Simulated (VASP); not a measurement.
Crystal: Ge3P4.

```
CELL_PARAMETERS angstrom
-2.60000 2.60000 5.15000
2.60000 -2.60000 5.15000
2.60000 2.60000 -5.15000
ATOMIC_POSITIONS crystal
Ge 0.75000 0.25000 0.50000
Ge 0.25000 0.75000 0.50000
Ge 0.00000 0.00000 0.00000
P 0.38500 0.84500 0.00000
P 0.84500 0.38500 0.00000
P 0.15500 0.15500 0.54000
P 0.61500 0.61500 0.46000
```

The cell was built by a generator and needn't be a form met in nature.

```yaml
Program: VASP 6.6.1
Task: relaxation of cell and atoms
Functional: PBE
Potentials_or_basis: VASP PAW PBE potentials, release 64 (Ge_d, P)
Cutoff: 520 eV
k_mesh: 4 × 4 × 4
Occupations: gaussian, width 0.15 eV
Spin: no spin polarisation
```

At the start: pressure 6.1 GPa; volume 19.89 Å³/atom.

Task: How do energy, volume and symmetry change on relaxing?

Result: Over 11 steps the energy falls by 34.6 meV/atom and the volume is 21.10 Å³/atom (+6.1 %); space group I-42m (No. 121, to 0.05 Å).

Step by step:
```tsv
step	energy change (eV)	largest force (eV/Å)	pressure (GPa)	volume (Å³)
1	0.0000	0.8366	6.07	139.26
2	-0.1710	0.1443	-3.79	155.00
3	-0.2291	0.1549	-0.65	149.48
4	-0.2288	0.1856	0.55	148.96
5	-0.2291	0.1642	-0.68	149.27
6	-0.2340	0.1881	-0.17	147.48
7	-0.2286	0.2298	0.75	145.28
8	-0.2316	0.2109	0.12	145.95
9	-0.2301	0.2163	1.67	145.58
10	-0.2313	0.2121	0.74	145.86
11	-0.2422	0.0780	0.12	147.69
```

Final structure:
```
CELL_PARAMETERS angstrom
-2.64146 2.64146 5.29168
2.64146 -2.64146 5.29168
2.64146 2.64146 -5.29168
ATOMIC_POSITIONS crystal
Ge 0.75000 0.25000 0.50000
Ge 0.25000 0.75000 0.50000
Ge 0.00000 0.00000 0.00000
P 0.38618 0.83707 0.00000
P 0.83707 0.38618 0.00000
P 0.16293 0.16293 0.54911
P 0.61382 0.61382 0.45089
```

Caveat: the k mesh is coarse (spacing up to 0.43 Å⁻¹), so the values aren't converged.
